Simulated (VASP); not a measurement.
All values below come from MS2 meta-GGA, VASP's PBE PAW potentials (set 64) (plane waves; VASP).

The input files of a VASP run:

KPOINTS:
```
Automatic mesh
0
G
12 12 9
0 0 0
```

INCAR:
```
SYSTEM=TiB2
PREC=Accurate; ENCUT=520; LREAL=.False.
LASPH=.True.
EDIFF=1E-7; NELM=100; ALGO=Normal
LMAXMIX=4; LMIXTAU=.True.
ISMEAR=1; SIGMA=0.1
METAGGA=MS2
IBRION=2; NSW=30; ISIF=4
EDIFFG=-0.01
LWAVE=.False.; LCHARG=.False.
```

**POSCAR**
```
TiB2
1
    1.5067017583    -2.6096840234     0.0000000000
    1.5067017583     2.6096840234     0.0000000000
    0.0000000000     0.0000000000     3.2357240048
Ti B
1 2
Direct
  0.0000000000   0.0000000000   0.0000000000
  0.3333330000   0.6666670000   0.5000000000
  0.6666670000   0.3333330000   0.5000000000
```

POTCAR, in this order: Ti_sv B (PBE.64 set). Program: vasp_std.

What VASP printed:

OUTCAR:
```
 ion  position               nearest neighbor table
   1  0.000  0.000  0.000-   2 2.38   3 2.38   2 2.38   3 2.38   3 2.38   3 2.38   2 2.38   2 2.38
                             3 2.38   3 2.38   2 2.38   2 2.38
   2  0.333  0.667  0.500-   3 1.74   3 1.74   3 1.74   1 2.38   1 2.38   1 2.38   1 2.38   1 2.38
                             1 2.38
   3  0.667  0.333  0.500-   2 1.74   2 1.74   2 1.74   1 2.38   1 2.38   1 2.38   1 2.38   1 2.38
                             1 2.38
  LATTYP: Found a hexagonal cell.
 ALAT       =     3.0134035393
 C/A-ratio  =     1.0737771967
 Subroutine PRICEL returns:
 Original cell was already a primitive cell.
 Subroutine GETGRP returns: Found 24 space group operations
The static configuration has the point symmetry D_6h.
The dynamic configuration has the point symmetry D_6h.
 Subroutine INISYM returns: Found 24 space group operations
 Subroutine IBZKPT returns following result:
 Found     95 irreducible k-points:

 Following reciprocal coordinates:
            Coordinates               Weight
  0.000000  0.000000  0.000000      1.000000
  0.083333 -0.000000  0.000000      6.000000
  0.166667 -0.000000  0.000000      6.000000
  0.250000 -0.000000  0.000000      6.000000
...
```

**OSZICAR**
```
       N       E                     dE             d eps       ncg     rms          rms(c)
DAV:   1     0.108965509429E+03    0.10897E+03   -0.89689E+03  2475   0.153E+03
DAV:   2    -0.398444277646E+02   -0.14881E+03   -0.14536E+03  2515   0.394E+02
DAV:   3    -0.496399113868E+02   -0.97955E+01   -0.96323E+01  3671   0.950E+01
DAV:   4    -0.499461365022E+02   -0.30623E+00   -0.30513E+00  3213   0.159E+01
DAV:   5    -0.499577068477E+02   -0.11570E-01   -0.11570E-01  3657   0.267E+00    0.186E+01
DAV:   6    -0.337395911974E+02    0.16218E+02   -0.46619E+01  3325   0.102E+02    0.287E+00
DAV:   7    -0.326203201794E+02    0.11193E+01   -0.13283E+01  2665   0.488E+01    0.463E+00
DAV:   8    -0.322981855119E+02    0.32213E+00   -0.80171E-01  2966   0.115E+01    0.367E+00
DAV:   9    -0.336863264408E+02   -0.13881E+01   -0.41279E+00  3893   0.170E+01    0.394E+00
DAV:  10    -0.337781407939E+02   -0.91814E-01   -0.16877E-01  2664   0.350E+00    0.431E+00
DAV:  11    -0.324052081607E+02    0.13729E+01   -0.69669E+00  3230   0.249E+01    0.109E+00
DAV:  12    -0.323418333268E+02    0.63375E-01   -0.62125E-01  2631   0.990E+00    0.569E-01
DAV:  13    -0.323532662682E+02   -0.11433E-01   -0.33537E-02  3035   0.213E+00    0.328E-01
DAV:  14    -0.323421784905E+02    0.11088E-01   -0.95955E-03  2987   0.150E+00    0.166E-01
DAV:  15    -0.323402835188E+02    0.18950E-02   -0.87262E-03  3569   0.719E-01    0.190E-01
DAV:  16    -0.323406352897E+02   -0.35177E-03   -0.11457E-03  3707   0.398E-01    0.174E-01
DAV:  17    -0.323401998525E+02    0.43544E-03   -0.41392E-04  2505   0.308E-01    0.134E-01
DAV:  18    -0.323402921087E+02   -0.92256E-04   -0.17039E-04  3272   0.179E-01    0.108E-01
DAV:  19    -0.323403149503E+02   -0.22842E-04   -0.16020E-04  3075   0.921E-02    0.553E-02
DAV:  20    -0.323404323449E+02   -0.11739E-03   -0.30349E-04  3270   0.907E-02    0.289E-02
DAV:  21    -0.323404629798E+02   -0.30635E-04   -0.44244E-05  3537   0.685E-02    0.334E-02
DAV:  22    -0.323403986356E+02    0.64344E-04   -0.67075E-05  2620   0.109E-01    0.145E-02
DAV:  23    -0.323404030781E+02   -0.44425E-05   -0.40838E-05  3262   0.603E-02    0.629E-03
DAV:  24    -0.323404041719E+02   -0.10938E-05   -0.35736E-06  2555   0.256E-02    0.507E-03
DAV:  25    -0.323404036584E+02    0.51346E-06   -0.31996E-07  2530   0.830E-03    0.395E-03
DAV:  26    -0.323403976096E+02    0.60488E-05   -0.11371E-07  1350   0.543E-03    0.448E-04
DAV:  27    -0.323403961979E+02    0.14117E-05   -0.43166E-08  1240   0.265E-03    0.121E-03
DAV:  28    -0.323403963948E+02   -0.19695E-06   -0.20881E-08  1250   0.187E-03    0.622E-04
DAV:  29    -0.323403969780E+02   -0.58317E-06   -0.42530E-09  1245   0.979E-04    0.356E-04
DAV:  30    -0.323403971484E+02   -0.17043E-06   -0.11360E-09  1235   0.513E-04    0.174E-04
DAV:  31    -0.323403972102E+02   -0.61739E-07   -0.62715E-10  1235   0.423E-04
   1 F= -.32340397E+02 E0= -.32340409E+02  d E =-.323404E+02
       N       E                     dE             d eps       ncg     rms          rms(c)
DAV:   1    -0.323404386424E+02   -0.41494E-04   -0.17408E-03  2600   0.687E-01    0.404E-02
DAV:   2    -0.323404177850E+02    0.20857E-04   -0.11813E-04  2475   0.109E-01    0.225E-02
DAV:   3    -0.323404136147E+02    0.41703E-05   -0.39830E-05  2545   0.108E-01    0.748E-03
DAV:   4    -0.323404192040E+02   -0.55893E-05   -0.32222E-05  2470   0.739E-02    0.222E-03
DAV:   5    -0.323404117691E+02    0.74349E-05   -0.55990E-06  2585   0.332E-02    0.923E-04
DAV:   6    -0.323404139449E+02   -0.21757E-05   -0.35582E-07  2745   0.946E-03    0.388E-04
DAV:   7    -0.323404123510E+02    0.15938E-05   -0.55848E-08  1515   0.390E-03    0.608E-05
DAV:   8    -0.323404127887E+02   -0.43761E-06   -0.77526E-09  1235   0.114E-03    0.461E-05
DAV:   9    -0.323404125540E+02    0.23464E-06   -0.16013E-09  1235   0.511E-04    0.211E-05
DAV:  10    -0.323404126384E+02   -0.84391E-07   -0.44773E-10  1235   0.264E-04
   2 F= -.32340413E+02 E0= -.32340422E+02  d E =-.154283E-04
```

File OUTCAR:
```
------------------------ aborting loop because EDIFF is reached ----------------------------------------
  FORCE on cell =-STRESS in cart. coord.  units (eV):
  Direction    XX          YY          ZZ          XY          YZ          ZX
  --------------------------------------------------------------------------------------
  Total       -0.0129608     -0.0129608     -0.0144228      0.0000000      0.0000000      0.0000000
  in kB       -0.8160688     -0.8160688     -0.9081230      0.0000000      0.0000000      0.0000000
  external PRESSURE =      -0.8467535 kB  Pullay stress =       0.0000000 kB
  volume of cell :       25.45
      direct lattice vectors                 reciprocal lattice vectors
     1.506305788 -2.608998183 -0.000000000     0.331937913 -0.191644442  0.000000000
     1.506305788  2.608998183 -0.000000000     0.331937913  0.191644442  0.000000000
    -0.000000000 -0.000000000  3.237425411     0.000000000  0.000000000  0.308887425
 POSITION                                       TOTAL-FORCE (eV/Angst)
 -----------------------------------------------------------------------------------
      1.50631     -2.60900     -0.00000         0.000000     -0.000000      0.000000
      1.50631      0.86967      1.61871         0.000000     -0.000000      0.000000
      1.50631     -0.86967      1.61871        -0.000000      0.000000     -0.000000
 -----------------------------------------------------------------------------------
    total drift:                                0.000000     -0.000000     -0.000000
  FREE ENERGIE OF THE ION-ELECTRON SYSTEM (eV)
  ---------------------------------------------------
  free  energy   TOTEN  =       -32.3404126384 eV

  energy  without entropy=      -32.3404421017  energy(sigma->0) =      -32.34042246

 reached required accuracy - stopping structural energy minimisation
```
(Selected blocks of OUTCAR.)

### CONTCAR
```
TiB2
   1.00000000000000
     1.5063057879885602   -2.6089981826658768   -0.0000000000000000
     1.5063057879885602    2.6089981826658768   -0.0000000000000000
    -0.0000000000000000   -0.0000000000000000    3.2374254110937275
  Ti              B
     1     2
Direct
     1.0000000000000000    0.0000000000000000    0.0000000000000000
     0.3333330000000032    0.6666669999999968    0.5000000000000000
     0.6666669999999968    0.3333330000000032    0.5000000000000000
```

The compound is TiB2 in the AlB2 type structure. This run relaxes it. Symmetry was kept, so distortions that lower it aren't found.
